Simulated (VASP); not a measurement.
Consider the following.

```xyz
3
Lattice="1.5432 -2.6729 0.0000 1.5432 2.6729 0.0000 0.0000 0.0000 3.2901" Properties=species:S:1:pos:R:3 pbc="T T T"
Ti     0.0000     0.0000     0.0000
B      1.5432     0.8910     1.6450
B      1.5432    -0.8910     1.6450
```

Calculation: PBEsol GGA, VASP's PBE PAW potentials (set 64) (plane waves; VASP). Settings: 400 eV cut-off, 12×12×10 Γ-centred mesh, Fermi-Dirac smearing of 0.050 eV, potentials Ti_sv B.

Task: Give the energies of bands 6 to 12 at the high-symmetry points, in eV from the Fermi level.

Result: 
```tsv
band	Γ	M	K	A	L	H
6	-2.48	-9.08	-8.15	-7.38	-7.39	-8.31
7	-2.48	-3.16	-7.09	-0.52	-4.43	-5.57
8	-2.29	-3.07	-1.77	-0.52	-3.65	-3.07
9	-2.02	-2.16	-1.77	-0.19	-3.12	-3.07
10	1.73	1.22	1.27	-0.19	2.27	2.30
11	1.73	2.53	1.27	0.39	2.69	3.88
12	3.42	2.96	1.83	0.39	4.10	3.88
```

It has no gap at this level: it comes out as a metal or semimetal.

The structure is a typed TiB2 crystal. The cell was not relaxed at this level.
